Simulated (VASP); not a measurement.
Input:

```
CELL_PARAMETERS angstrom
      1.25460    -2.17303     0.00000
      1.25460     2.17303     0.00000
      0.00000     0.00000     6.84420
ATOMIC_POSITIONS crystal
  C  0.00000 0.00000 0.25000
  C  0.00000 0.00000 0.75000
  C  0.33333 0.66667 0.25000
  C  0.66667 0.33333 0.75000
```
Cell charge -0.1.

All values below come from PBE GGA, VASP's PBE PAW potentials (set 64) (plane waves; VASP). Settings: NELECT = 16.1, 520 eV cut-off, 13×13×4 Γ-centred mesh, Gaussian smearing of 0.050 eV, potentials C.

The cell is charged, with a uniform compensating background.

Question: Give the stress tensor in GPa (positive for a compressed cell).

Answer: 
```
-14.86    0.00    0.00
  0.00  -14.86    0.00
  0.00    0.00    6.20
```
The pressure is its mean diagonal, -7.84 GPa.

The compound is C in the graphite structure. The cell was not relaxed at this level. The run is one of a series of settings (ISMEAR = 0, NELECT = 16.1, SIGMA = 0.05 against the base run), some of them coarse on purpose.
